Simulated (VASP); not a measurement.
Input:

```yaml
crystal:
  lattice:
    - [3.51505, 0.00000, 0.00000]
    - [0.00000, 3.51505, 0.00000]
    - [0.00000, 0.00000, 3.51505]
  atoms:
    - { symbol: Al, position: [0.00000, 0.00000, 0.00000] }
    - { symbol: Ni, position: [0.00000, 0.50000, 0.50000], spin: 0.3 }
    - { symbol: Ni, position: [0.50000, 0.00000, 0.50000], spin: 0.3 }
    - { symbol: Ni, position: [0.50000, 0.50000, 0.00000], spin: 0.3 }
```

All values below come from revTPSS meta-GGA, VASP's PBE PAW potentials (set 64) (plane waves; VASP). Numerical set-up: 520 eV cut-off, 10×10×10 Γ-centred mesh, tetrahedra with Blöchl corrections, potentials Al Ni.

The cores are frozen, which limits the accuracy of field gradients.

### Question
Give the principal components of the electric field gradient (V/Å²) and the asymmetry η at each nucleus.

### Answer

```csv
atom,Vxx,Vyy,Vzz,η
Al1,0.0,0.0,0.0,-
Ni2,5.0,5.0,-9.9,0.00
Ni3,5.0,5.0,-9.9,0.00
Ni4,5.0,5.0,-9.9,0.00
```

The compound is Ni3Al in the L1_2 structure. It was relaxed first.
